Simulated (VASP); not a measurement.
# K4C (P6/mmm) in VASP: a series of runs, part 3 of 3

VASP 6.6.1. The steps go on from the part before.

### Step 6. Single point, PBE (random cell by space group and Wyckoff sites (P6/mmm, No. 191))

INCAR

```
PREC = Accurate
ENCUT = 520
EDIFF = 1E-6
ISMEAR = 0
SIGMA = 0.1
LREAL = F
LASPH = T
NELM = 100
ALGO = Fast
ISIF = 2
LWAVE = F
LCHARG = F
GGA = PE
NBANDS = 28
```

KPOINTS

```
regular mesh
0
Gamma
  3 3 4
```

POSCAR

```
K4C
1.0
    6.5854810200      0.0000000000      0.0000000000
   -3.2927405100      5.7031938600      0.0000000000
    0.0000000000      0.0000000000      4.7840661600
K C
4 1
Direct
    0.5000000000      0.0000000000      0.5000000000
    0.0000000000      0.5000000000      0.5000000000
    0.5000000000      0.5000000000      0.5000000000
    0.0000000000      0.0000000000      0.0000000000
    0.0000000000      0.0000000000      0.5000000000
```

Potentials or basis: VASP PAW PBE potentials, release 64 (K_sv, C).

On the command line:

```console
$ cat potpaw_PBE.64/K_sv/POTCAR potpaw_PBE.64/C/POTCAR > POTCAR
$ mpirun -np 1 vasp_std > vasp.out
```

OUTCAR:

```text
PREC = Accurate
   ENCUT = 520
   EDIFF = 1E-6
   ISMEAR = 0
   LREAL = F
   LASPH = T
   NELM = 100
   ISIF = 2
   GGA = PE

 ion  position               nearest neighbor table
   1  0.500  0.000  0.500-   2 3.29   3 3.29   3 3.29   2 3.29
   2  0.000  0.500  0.500-   3 3.29   3 3.29   1 3.29   1 3.29
   3  0.500  0.500  0.500-   2 3.29   2 3.29   1 3.29   1 3.29
   4  0.000  0.000  0.000-   5 2.39   5 2.39
   5  0.000  0.000  0.500-   4 2.39   4 2.39

  LATTYP: Found a hexagonal cell.
 ALAT       =     6.5854810200
 C/A-ratio  =     0.7264566013

  Lattice vectors:

 A1 = (   6.5854810200,   0.0000000000,   0.0000000000)
 A2 = (  -3.2927405100,   5.7031938600,   0.0000000000)
 A3 = (   0.0000000000,   0.0000000000,   4.7840661600)

Analysis of symmetry for initial positions (statically):
=====================================================================
 Subroutine PRICEL returns:
 Original cell was already a primitive cell.

 Routine SETGRP: Setting up the symmetry group for a
 hexagonal supercell.

 Subroutine GETGRP returns: Found 24 space group operations
 (whereof 24 operations were pure point group operations)
 out of a pool of 24 trial point group operations.

The static configuration has the point symmetry D_6h.

Analysis of symmetry for dynamics (positions and initial velocities):
=====================================================================
 Subroutine PRICEL returns:
 Original cell was already a primitive cell.

 Routine SETGRP: Setting up the symmetry group for a
 hexagonal supercell.

 Subroutine GETGRP returns: Found 24 space group operations
 (whereof 24 operations were pure point group operations)
 out of a pool of 24 trial point group operations.
[... 107 lines left out ...]
   EFERMI_NEDOS =   21; number of points for ismear=-14 and -15
   IALGO  =     68    algorithm
   IMIX   =      4    mixing-type and parameters
     AMIX     =   0.40;   BMIX     =  1.00
     AMIX_MAG =   1.60;   BMIX_MAG =  1.00
  volume/ion in A,a.u.               =      35.94       242.51
  Fermi-wavevector in a.u.,A,eV,Ry     =   0.992188  1.874963 13.394074  0.984437
  Thomas-Fermi vector in A             =   2.123982
   LORBIT       =      0    0 simple, 1 ext, 2 COOP (PROOUT), +10 PAW based schemes
   GGA     = PE    functional components
   LHFCALC =     F    Hartree Fock is set to
   AEXX    =    0.0000 exact exchange contribution
   IVDW    =     0    specifies the selected vdW correction
   LEPSILON=     F    determine dielectric tensor
   LRPA    =     F    only Hartree local field effects (RPA)
 non-spin polarized calculation
 RMM-DIIS sequential band-by-band and
 Gauss-broadening in eV      SIGMA  =   0.10
  energy-cutoff  :      520.00
  volume of cell :      179.68
 maximum number of plane-waves:      4914
 NGX is ok and might be reduce to    50
   NGX = 25   NGY = 25   NGZ = 17

 number of electron      40.0000002 magnetization

 Free energy of the ion-electron system (eV)
  ---------------------------------------------------
  ext. energy  EPLUGINS =         0.00000000
  ---------------------------------------------------
  free energy    TOTEN  =        -7.45355456 eV

  energy without entropy =       -7.43867870  energy(sigma->0) =       -7.44611663

 E-fermi :   1.2914     XC(G=0):  -7.2255

 val. band max:        1.1671068924   @ k =   0.3333   0.3333   0.2500
 cond. band min:       1.3246867020   @ k =   0.0000   0.0000   0.5000
 fundamental gap:      0.1575798096
 Fermi energy:         1.2913504817

 k-point     1 :       0.0000    0.0000    0.0000
  band No.  band energies     occupation
      1     -31.1285      2.00000
      2     -30.9841      2.00000
      3     -30.9841      2.00000
      4     -29.0863      2.00000
      5     -15.3886      2.00000
      6     -14.7397      2.00000
[... 268 lines left out ...]
     27       4.1910      0.00000
     28       5.5499      0.00000

------------------------ aborting loop because EDIFF is reached ----------------------------------------

  FORCE on cell =-STRESS in cart. coord.  units (eV):
  Direction    XX          YY          ZZ          XY          YZ          ZX
  --------------------------------------------------------------------------------------
  -------------------------------------------------------------------------------------
  Total        3.1122850      3.1122850      5.5580696      0.0000000     -0.0000000      0.0000000
  in kB       27.7515421     27.7515421     49.5600519      0.0000000     -0.0000000      0.0000000
  external PRESSURE =      35.0210454 kB  Pullay stress =       0.0000000 kB

 VOLUME and BASIS-vectors are now :
 -----------------------------------------------------------------------------
  energy-cutoff  :      520.00
  volume of cell :      179.68
      direct lattice vectors                 reciprocal lattice vectors
     6.585481020  0.000000000  0.000000000     0.151849196  0.087670174  0.000000000
    -3.292740510  5.703193860  0.000000000     0.000000000  0.175340349  0.000000000
     0.000000000  0.000000000  4.784066160     0.000000000  0.000000000  0.209027210

 POSITION                                       TOTAL-FORCE (eV/Angst)
 -----------------------------------------------------------------------------------
      3.29274      0.00000      2.39203         0.000000      0.000000      0.000000
     -1.64637      2.85160      2.39203        -0.000000      0.000000      0.000000
      1.64637      2.85160      2.39203         0.000000      0.000000      0.000000
      0.00000      0.00000      0.00000        -0.000000      0.000000      0.000000
      0.00000      0.00000      2.39203         0.000000      0.000000      0.000000
 -----------------------------------------------------------------------------------
    total drift:                                0.000000      0.000000      0.000000

  FREE ENERGIE OF THE ION-ELECTRON SYSTEM (eV)
  ---------------------------------------------------
  free  energy   TOTEN  =        -7.4535545642 eV

  energy  without entropy=       -7.4386786964  energy(sigma->0) =       -7.44611663
```

OSZICAR:

```text
N       E                     dE             d eps       ncg     rms          rms(c)
DAV:   1     0.293117350577E+03    0.29312E+03   -0.18350E+04   504   0.126E+03
DAV:   2     0.127907310009E+02   -0.28033E+03   -0.27358E+03   548   0.359E+02
DAV:   3    -0.142662188623E+02   -0.27057E+02   -0.26829E+02   800   0.839E+01
[... 12 lines left out ...]
RMM:  16    -0.745354166633E+01   -0.95436E-05   -0.13292E-04   778   0.282E-02    0.611E-03
RMM:  17    -0.745354936403E+01   -0.76977E-05   -0.65263E-05   713   0.197E-02    0.448E-03
RMM:  18    -0.745355214840E+01   -0.27844E-05   -0.29053E-05   618   0.138E-02    0.148E-03
RMM:  19    -0.745355373968E+01   -0.15913E-05   -0.14627E-05   570   0.980E-03    0.988E-04
RMM:  20    -0.745355456415E+01   -0.82447E-06   -0.65079E-06   519   0.719E-03
   1 F= -.74535546E+01 E0= -.74461166E+01  d E =-.148759E-01
```

stdout:

```text
POSCAR found type information on POSCAR K C
 POSCAR found :  2 types and       5 ions
 scaLAPACK will be used
 LDA part: xc-table for (Slater+PW92), standard interpolation
 POSCAR, INCAR and KPOINTS ok, starting setup
 FFT: planning ... GRIDC
 FFT: planning ... GRID_SOFT
 FFT: planning ... GRID
 WAVECAR not read
 entering main loop
```

Wall time 50 s (1 thread of Intel Xeon Platinum 8488C (Sapphire Rapids), shared host); peak memory 0.29 GiB.

Results:

```yaml
Free_energy: -7.4536 eV
Pressure: 3.5 GPa
Band_gap_on_the_k_mesh: none (metal or under the smearing width)
```

Levels at points of the mesh, in eV from the Fermi level:
| k point | band 17 | band 18 | band 19 | band 20 | band 21 | band 22 | band 23 | band 24 |
| --- | --- | --- | --- | --- | --- | --- | --- | --- |
| (0.00, 0.00, 0.00) | -8.34 | -2.00 | -0.23 | -0.23 | 1.11 | 1.34 | 1.34 | 1.57 |
| (0.00, 0.00, 0.50) | -7.33 | -1.22 | -0.51 | -0.51 | 0.03 | 0.04 | 0.79 | 2.24 |

Caveat: the k mesh is coarse (spacing up to 0.37 Å⁻¹), so the values aren't converged.

### Step 7. Summary

```csv
task,cell,k mesh,cutoff (eV),mesh quality,gap on the mesh (eV),pressure (GPa),relaxed volume (Å³/atom)
single point,"random cell by space group and Wyckoff sites (P6/mmm, No. 191)",6 × 6 × 8,520,not flagged,none,0.0,-
relaxation of cell and atoms,"relaxed from: random cell by space group and Wyckoff sites (P6/mmm, No. 191)",6 × 6 × 8,600,not flagged,none,0.0,49.01
single point,"random cell by space group and Wyckoff sites (P6/mmm, No. 191)",3 × 3 × 4,520,not flagged,none,0.0,-
relaxation of cell and atoms,"relaxed from: random cell by space group and Wyckoff sites (P6/mmm, No. 191)",3 × 3 × 4,600,coarse,none,0.0,48.75
single point,"random cell by space group and Wyckoff sites (P6/mmm, No. 191)",3 × 3 × 4,520,coarse,none,3.5,-
```

Alike in all rows: level PBE; potentials or basis VASP PAW PBE potentials, release 64 (K_sv, C); no spin polarisation; smearing gaussian 0.1 eV.

Caveats: some runs use coarse meshes; the volume moved by over 15 % at a fixed basis, so the end points are rough (some runs).

Total energies depend on the potentials used, so only differences within one code and one set of settings carry meaning.
